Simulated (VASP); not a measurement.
Input:

```xyz
2
Lattice="0.0000 2.3015 2.3015 2.3015 0.0000 2.3015 2.3015 2.3015 0.0000" Properties=species:S:1:pos:R:3 pbc="T T T"
Be     0.0000     0.0000     0.0000
Se     1.1508     1.1508     1.1508
```

Level of theory: LDA (Ceperley-Alder, Perdew-Zunger), VASP's LDA PAW potentials (set 64) (plane waves; VASP). Settings: 500 eV cut-off, 10×10×10 Γ-centred mesh, Gaussian smearing of 0.050 eV, potentials Be Se.

Question: Predict the energy per atom (σ→0), pressure, band gap (on the k-mesh) with the smallest direct gap where there is one.

Answer: 
* **band gap (on the k-mesh)**: 1.54 eV
* **smallest direct gap (on the k-mesh)**: 4.69 eV
* **energy per atom (σ→0)**: -4.536 eV/atom
* **pressure**: 44.95 GPa

The compound is BeSe in the zinc blende structure. It was relaxed first under an external pressure of 45 GPa.
